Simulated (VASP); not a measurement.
A convergence study with VASP on MgH$_{2}$ (rutile): one setting is varied, all else stays as given below, so the limit is that of these other settings.

```yaml
crystal:
  lattice:
    - [4.52000, 0.00000, 0.00000]
    - [0.00000, 4.52000, 0.00000]
    - [0.00000, 0.00000, 3.02000]
  atoms:
    - { symbol: Mg, position: [0.00000, 0.00000, 0.00000] }
    - { symbol: Mg, position: [0.50000, 0.50000, 0.50000] }
    - { symbol: H, position: [0.30400, 0.30400, 0.00000] }
    - { symbol: H, position: [0.80400, 0.19600, 0.50000] }
    - { symbol: H, position: [0.19600, 0.80400, 0.50000] }
    - { symbol: H, position: [0.69600, 0.69600, 0.00000] }
```

Calculation: PBE GGA, VASP's PBE PAW potentials (set 64) (plane waves; VASP 6.6.1). The tightest run used: 550 eV cut-off, 12×12×16 Γ-centred mesh, tetrahedra with Blöchl corrections, potentials Mg H.

Gaps are read on the run's mesh, which can miss a band edge.

| setting | E (eV/atom) | pressure (GPa) | largest force (eV/Å) | gap on the mesh (eV) | irreducible k-points |
|---|---|---|---|---|---|
| 2×2×3 mesh | -2.9269 | -0.12 | 0.028 | 5.149 | 6 |
| 3×3×4 mesh | -2.9410 | -0.41 | 0.023 | 3.868 | 9 |
| 4×4×5 mesh | -2.9422 | -0.45 | 0.018 | 4.366 | 18 |

Question: These are the cheaper rows. Estimate the results at 12×12×16 mesh, and how far the last row shown lies from them.

Answer: 
| quantity | tightest run | last row shown is off by |
|---|---|---|
| E (eV/atom) | -2.9422 | 0.0001 |
| pressure (GPa) | -0.46 | 0.00 |
| largest force (eV/Å) | 0.018 | 0.000 |
| gap on the mesh (eV) | 3.700 | 0.666 |

Left out are rungs that failed or repeat a setting and relaxations that didn't move; long series are thinned to 24 rows.

The compound is MgH2 in the rutile structure. The cell was not relaxed at this level.
